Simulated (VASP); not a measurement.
Computed with PBE GGA + U (Dudarev), VASP's PBE PAW potentials (set 64) (plane waves; VASP).

The input files of a VASP run:

KPOINTS:
```
Automatic mesh
0
Gamma
11 11 11
0 0 0
```

INCAR:
```
SYSTEM = CoAl
PREC = Accurate
ENCUT = 400
EDIFF = 1E-6
NELM = 100
ALGO = Normal
LREAL = .FALSE.
LASPH = .TRUE.
ISMEAR = 1
SIGMA = 0.1
GGA = PE
LMAXMIX = 4
LWAVE = .FALSE.
LCHARG = .FALSE.
ISIF = 2
LDAU = .TRUE.
LDAUTYPE = 2
LDAUL = -1 2
LDAUU = 0 1.0
LDAUJ = 0 0
LDAUPRINT = 1
LORBIT = 10
```

File POSCAR:
```
CoAl
2.860
  1.0000000000   0.0000000000   0.0000000000
  0.0000000000   1.0000000000   0.0000000000
  0.0000000000   0.0000000000   1.0000000000
Al Co
1 1
Cart
  0.5000000000   0.5000000000   0.5000000000
  0.0000000000   0.0000000000   0.0000000000
```

POTCAR, in this order: Al Co (PBE.64 set). Program: vasp_std.

Problem. What will the output report for the number of irreducible k-points (NKPTS), number of bands (NBANDS), largest plane-wave count, number of space-group operations, FFT grid (NGX, NGY, NGZ)?

Solution. 
```
Property                                       Value
--------------------------------------  ------------
number of irreducible k-points (NKPTS)            56
number of bands (NBANDS)                          10
largest plane-wave count                         449
number of space-group operations                  48
FFT grid (NGX, NGY, NGZ)                20 × 20 × 20
```

The compound is CoAl in the CsCl type structure. The cell was not relaxed at this level. The run is one of a series of settings (LDAU = .TRUE., LDAUJ = 0 0, LDAUL = -1 2, LDAUTYPE = 2, LDAUU = 0 1.0 against the base run), some of them coarse on purpose. The run is not spin-polarised, so no magnetic state was tried.
